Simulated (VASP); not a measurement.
A cell of TmB₂ (space group P6/mmm) near equilibrium:

```
TmB2
1.0
    3.23730     0.00000     0.00000
   -1.61865     2.80359     0.00000
    0.00000     0.00000     3.73194
Tm B
1 2
Cartesian
  0.00000   0.00000   0.00000
  0.00000   1.86906   1.86597
  1.61865   0.93453   1.86597
```

The numbers are results of PBEsol GGA, VASP's PBE PAW potentials (set 64) (plane waves; VASP), not measurements.

The 4f electrons are frozen in the core of the lanthanide potential, so 4f levels, which can set the real gap, and their magnetism are missing.

```json
[
 {"run": "as it is", "ΔE (meV/atom)": "0.0", "σxx": "0.02", "σyy": "0.02", "σzz": "0.18", "largest shear component, with its sign (GPa)": "0.00", "largest force (eV/Å)": "0.000"},
 {"run": "after one change", "ΔE (meV/atom)": "19.9", "σxx": "-2.58", "σyy": "-2.58", "σzz": "-13.91", "largest shear component, with its sign (GPa)": "0.00", "largest force (eV/Å)": "0.000"}
]
```
Stress is in GPa, positive when the cell is compressed.

### Question
Name the change that produced these shifts.
A. biaxial strain of +1.5 % in the xz plane
B. uniaxial strain of +4.0 % along z
C. atom 3 (B) moved by -0.025 Å along z
D. biaxial strain of +1.5 % in the xz plane with the ions relaxed

### Answer
B, uniaxial strain of +4.0 % along z

The structure comes from a computed database's TmB2 entry (P6/mmm); how it stands against other phases isn't given here. The electron count is odd and the run is not spin-polarised, which forces a metal.
